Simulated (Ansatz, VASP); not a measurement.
One calculation of NiMoIrPdW, two programs

```
CELL_PARAMETERS angstrom
4.14670 0.00000 0.00000
-2.07335 3.59115 0.00000
0.00000 0.00000 5.41629
ATOMIC_POSITIONS crystal
Ni 0.00000 0.00000 0.02221
Mo 0.66667 0.33333 0.45996
Pd 0.33333 0.66667 0.74601
Ir 0.33333 0.66667 0.25641
W 0.66667 0.33333 0.99985
```

The cell was built by a generator and needn't be a form met in nature.

Alike in both runs: task single point; functional PBE; k mesh 7 × 7 × 5; occupations fermi-dirac, width 0.05 eV; collinear spin, ferromagnetic start.

```csv
,VASP,Ansatz
version,VASP 6.6.1,Ansatz 0.2.0
potentials or method,"VASP PAW PBE potentials, release 64 (Ni, Mo_sv, Pd, Ir, W_sv)",Ansatz PAW
plane-wave cutoff (eV),520,420
valence electrons in the cell,57,81
```

```tsv
	VASP	Ansatz	Ansatz less VASP
gap on the k mesh at the Fermi level (eV)	none	none	-
pressure (GPa)	0.2	0.0	-0.22
largest component of the traceless stress (GPa)	0.07	0.04	-0.024
rms of the force components (eV/Å)	0.070	0.059	-0.0118
net moment per atom (μB)	0.00	0.00	0.000
```

Atom by atom the forces differ by 0.014 eV/Å (rms over components). A gap of «none» marks a metal or a gap that the smearing closes. The functional is the same, so the differences come from potentials, cutoffs and numerics. The two sets of potentials don't hold the same shells in valence.

Caveats: the starting moments weren't kept (Ansatz). The runs have no spin-orbit coupling, so splittings on Ir, W are missing.
